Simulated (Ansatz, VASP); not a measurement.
Two plane-wave programs on HfPb2

```xyz
3
Lattice="-1.9018 1.9018 5.3406 1.9018 -1.9018 5.3406 1.9018 1.9018 -5.3406" Properties=species:S:1:pos:R:3 pbc="T T T"
Hf    0.0000    0.0000    0.0000
Pb    0.0000    0.0000    7.0062
Pb    0.0000    0.0000    3.6751
```

Alike in both runs: functional PBE; k mesh 6 × 6 × 6; occupations gaussian, width 0.1 eV; no spin polarisation.

Ansatz relaxed the structure, and its values are those at the end. VASP's run is a single point on that final structure, the one shown.

|  | VASP | Ansatz |
| --- | --- | --- |
| version | VASP 6.6.1 | Ansatz 0.2.0 |
| potentials or method | VASP PAW PBE potentials, release 64 (Hf_pv, Pb_d) | scalar-relativistic, plane waves, PAW |
| plane-wave cutoff (eV) | 520 | 420 |
| valence electrons in the cell | 38 | 54 |

VASP gave:

```
gap on the k mesh at the Fermi level (eV) : none
pressure (GPa)                            : -0.1
rms of the force components (eV/Å)        : 0.016
```

Problem. What did Ansatz give for the same quantities?

Solution. gap on the k mesh at the Fermi level (eV): none; pressure (GPa): 0.1; rms of the force components (eV/Å): 0.009.

A gap of «none» marks a metal or a gap that the smearing closes. The functional is the same, so the differences come from potentials, cutoffs and numerics. The two sets of potentials don't hold the same shells in valence.

Caveats: the k mesh is coarse (spacing up to 0.39 Å⁻¹), so the values aren't converged. The runs have no spin-orbit coupling, so splittings on Hf, Pb are missing.
